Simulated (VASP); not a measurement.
These are PBE GGA, VASP's PBE PAW potentials (set 64) (plane waves; VASP) values and carry that method's errors.

VASP input:

KPOINTS:
```
Automatic mesh
0
Gamma
9 9 9
0 0 0
```

### INCAR
```
SYSTEM = Al2Cu
PREC = Accurate; ENCUT = 400; LREAL = .False.
LASPH = .True.
EDIFF = 1E-7; NELM = 100; ALGO = Normal
LMAXMIX = 4
ISMEAR = -5
GGA = PE
ISIF = 2
LWAVE = .False.; LCHARG = .True.; LORBIT = 11
NEDOS = 601
LEFG = .True.
```

File POSCAR:
```
Al2Cu
1.0
 -3.0276818636   3.0276818636   2.4401252876
  3.0276818636  -3.0276818636   2.4401252876
  3.0276818636   3.0276818636  -2.4401252876
Al Cu
4 2
Cart
  0.9579938923   3.9856757559  -0.0000000000
  2.0696879713   0.9579938923   0.0000000000
  0.9579938923   2.0696879713   2.4401252876
  2.0696879713  -0.9579938923   2.4401252876
  0.0000000000   0.0000000000   3.6601879314
  0.0000000000   0.0000000000   1.2200626438
```

POTCAR, in this order: Al Cu (PBE.64 set). Program: vasp_std.

Output of the run:

### OUTCAR
```
 ion  position               nearest neighbor table
   1  0.658  0.158  0.816-   6 2.59   5 2.59   5 2.59   6 2.59   4 2.71   4 2.90   4 2.90   2 3.10
                             3 3.10   2 3.10   3 3.10   3 3.23   2 3.23   2 3.23   3 3.23
   2  0.158  0.342  0.500-   5 2.59   6 2.59   6 2.59   5 2.59   3 2.71   3 2.90   3 2.90   1 3.10
                             4 3.10   1 3.10   4 3.10   4 3.23   1 3.23   1 3.23   4 3.23
   3  0.842  0.658  0.500-   6 2.59   5 2.59   5 2.59   6 2.59   2 2.71   2 2.90   2 2.90   1 3.10
                             4 3.10   1 3.10   4 3.10   1 3.23   4 3.23   4 3.23   1 3.23
   4  0.342  0.842  0.184-   5 2.59   6 2.59   6 2.59   5 2.59   1 2.71   1 2.90   1 2.90   3 3.10
                             2 3.10   2 3.10   3 3.10   3 3.23   2 3.23   3 3.23   2 3.23
   5  0.750  0.750  0.000-   6 2.44   6 2.44   1 2.59   3 2.59   4 2.59   4 2.59   3 2.59   1 2.59
                             2 2.59   2 2.59
   6  0.250  0.250  0.000-   5 2.44   5 2.44   1 2.59   2 2.59   4 2.59   3 2.59   2 2.59   3 2.59
                             1 2.59   4 2.59
  LATTYP: Found a body centered tetragonal cell.
 ALAT       =     6.0553637272
 C/A-ratio  =     0.8059384696
 Subroutine PRICEL returns:
 Original cell was already a primitive cell.
 Subroutine GETGRP returns: Found 16 space group operations
The static configuration has the point symmetry C_4h.
 The point group associated with its full space group is D_4h.
The dynamic configuration has the point symmetry C_4h.
 Subroutine INISYM returns: Found 16 space group operations
 Subroutine IBZKPT returns following result:
 Found     75 irreducible k-points:

 Following reciprocal coordinates:
            Coordinates               Weight
  0.000000  0.000000  0.000000      1.000000
  0.111111  0.000000 -0.000000      8.000000
  0.222222  0.000000 -0.000000      8.000000
  0.333333 -0.000000  0.000000      8.000000
  0.444444  0.000000 -0.000000      8.000000
  0.111111  0.111111 -0.000000      8.000000
  0.222222  0.111111  0.000000     16.000000
  0.333333  0.111111 -0.000000     16.000000
  0.444444  0.111111 -0.000000     16.000000
 -0.444444  0.111111  0.000000     16.000000
 -0.333333  0.111111 -0.000000     16.000000
 -0.222222  0.111111  0.000000     16.000000
...
```

**OSZICAR**
```
       N       E                     dE             d eps       ncg     rms          rms(c)
DAV:   1     0.171875296962E+03    0.17188E+03   -0.11766E+04  3150   0.147E+03
DAV:   2    -0.177060287886E+02   -0.18958E+03   -0.18335E+03  3150   0.312E+02
DAV:   3    -0.278163093811E+02   -0.10110E+02   -0.96775E+01  4455   0.942E+01
DAV:   4    -0.280843724590E+02   -0.26806E+00   -0.26722E+00  4886   0.138E+01
DAV:   5    -0.280874675950E+02   -0.30951E-02   -0.31028E-02  4493   0.149E+00    0.215E+01
DAV:   6    -0.336745159151E+02   -0.55870E+01   -0.16870E+02  4022   0.341E+02    0.184E+01
DAV:   7    -0.239635280794E+02    0.97110E+01   -0.37467E+01  3970   0.129E+02    0.488E+00
DAV:   8    -0.234073048798E+02    0.55622E+00   -0.36411E+00  4936   0.408E+01    0.103E+00
DAV:   9    -0.233842053830E+02    0.23099E-01   -0.30718E-01  5075   0.789E+00    0.682E-01
DAV:  10    -0.233869770506E+02   -0.27717E-02   -0.96058E-03  4989   0.119E+00    0.697E-01
DAV:  11    -0.233789447442E+02    0.80323E-02   -0.49473E-02  4939   0.594E+00    0.979E-02
DAV:  12    -0.233790354121E+02   -0.90668E-04   -0.25032E-03  4242   0.540E-01    0.693E-02
DAV:  13    -0.233789621149E+02    0.73297E-04   -0.14725E-04  5110   0.261E-01    0.349E-02
DAV:  14    -0.233789347512E+02    0.27364E-04   -0.83632E-05  5035   0.221E-01    0.361E-03
DAV:  15    -0.233789303246E+02    0.44266E-05   -0.63208E-06  4990   0.329E-02    0.495E-03
DAV:  16    -0.233789304505E+02   -0.12586E-06   -0.46918E-08  2410   0.240E-03    0.449E-03
DAV:  17    -0.233789315800E+02   -0.11295E-05   -0.42640E-07  3568   0.170E-02    0.137E-03
DAV:  18    -0.233789321855E+02   -0.60549E-06   -0.11248E-07  2184   0.787E-03    0.424E-04
DAV:  19    -0.233789321529E+02    0.32596E-07   -0.64881E-08  1975   0.280E-03
   1 F= -.23378932E+02 E0= -.23378932E+02  d E =0.000000E+00
```

OUTCAR:
```
------------------------ aborting loop because EDIFF is reached ----------------------------------------
  FORCE on cell =-STRESS in cart. coord.  units (eV):
  Direction    XX          YY          ZZ          XY          YZ          ZX
  --------------------------------------------------------------------------------------
  Total        0.1123367      0.1123367     -0.6013454      0.0000000      0.0000000      0.0000000
  in kB        2.0115913      2.0115913    -10.7681714      0.0000000      0.0000000      0.0000000
  external PRESSURE =      -2.2483296 kB  Pullay stress =       0.0000000 kB
  volume of cell :       89.47
      direct lattice vectors                 reciprocal lattice vectors
    -3.027681864  3.027681864  2.440125288     0.000000000  0.165142846  0.204907511
     3.027681864 -3.027681864  2.440125288     0.165142846  0.000000000  0.204907511
     3.027681864  3.027681864 -2.440125288     0.165142846  0.165142846  0.000000000
 POSITION                                       TOTAL-FORCE (eV/Angst)
 -----------------------------------------------------------------------------------
      0.95799      3.98568      0.00000         0.024025      0.024025      0.000000
      2.06969      0.95799      0.00000        -0.024025      0.024025      0.000000
      0.95799      2.06969      2.44013         0.024025     -0.024025      0.000000
      2.06969     -0.95799      2.44013        -0.024025     -0.024025     -0.000000
      0.00000      0.00000      3.66019        -0.000000      0.000000      0.000000
      0.00000      0.00000      1.22006         0.000000      0.000000      0.000000
 -----------------------------------------------------------------------------------
    total drift:                               -0.000000      0.000000     -0.000000
  FREE ENERGIE OF THE ION-ELECTRON SYSTEM (eV)
  ---------------------------------------------------
  free  energy   TOTEN  =       -23.3789321529 eV

  energy  without entropy=      -23.3789321529  energy(sigma->0) =      -23.37893215

 total charge

# of ion       s       p       d       tot
------------------------------------------
    1        0.419   0.338   0.000   0.757
    2        0.419   0.338   0.000   0.757
    3        0.419   0.338   0.000   0.757
    4        0.419   0.338   0.000   0.757
    5        0.492   0.517   9.116  10.124
    6        0.492   0.517   9.116  10.124
--------------------------------------------------
tot          2.662   2.385  18.232  23.278

 Electric field gradients after diagonalization (V/A^2)
 (convention: |V_zz| > |V_xx| > |V_yy|)
----------------------------------------------------------------------
 ion       V_xx      V_yy      V_zz     asymmetry (V_yy - V_xx)/ V_zz
----------------------------------------------------------------------
   1       6.525     1.893    -8.418       0.550
   2       6.524     1.894    -8.418       0.550
   3       6.524     1.894    -8.418       0.550
   4       6.525     1.893    -8.418       0.550
   5      13.511    13.493   -27.004       0.001
   6      13.511    13.493   -27.004       0.001
```
(Selected blocks of OUTCAR.)

For a metal the tetrahedron method with Blöchl corrections gives inexact stress and forces.

The compound is Al2Cu in the sg140 structure. It was relaxed first.
